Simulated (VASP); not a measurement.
The system is NiO.

```
Ni O
1.0
     1.43814    0.83031    2.33081
    -1.43814    0.83031    2.33081
     0.00000   -1.66062    2.33081
Ni O
1 1
Cartesian
  1.4381 0.8303 2.3308
  0.0000 0.0000 3.4962
```

The cell was built by a generator and needn't be a form met in nature.

Base run:

```yaml
Program: VASP 6.6.1
Functional: PBE
Potentials_or_basis: VASP PAW PBE potentials, release 64 (Ni, O)
Cutoff: 520 eV
k_mesh: 9 × 9 × 9
Occupations: gaussian, width 0.02 eV
Spin: collinear spin, ferromagnetic start
Starting_moments: "[2.0, 0.0] μB"
```

Its results: band gap on the k mesh none (metal or under the smearing width); pressure 22.6 GPa; net moment 1.26 μB per cell; site moments Ni +1.06; O +0.17 μB.

Task: After a change of settings the same cell gave: band gap on the k mesh none (metal or under the smearing width); pressure 27.2 GPa; net moment 1.70 μB per cell; site moments Ni +1.39; O +0.27 μB. Which change was it?
A. k mesh from 9 × 9 × 9 to 12 × 12 × 12
B. cutoff from 520 eV to 600 eV
C. k mesh from 9 × 9 × 9 to 15 × 15 × 15
D. k mesh from 9 × 9 × 9 to 6 × 6 × 6

Result: D.

Caveats: some runs use coarse meshes; so large a pressure means that the cell lies far from this level's equilibrium, or that cutoff or potentials fall short; a cell with one magnetic atom can't hold antiferromagnetic order, which such compounds often take; semilocal functionals often make such compounds metallic where correlation or magnetic order opens a gap, which also shifts bond lengths.

Not every run made on this cell is shown here.
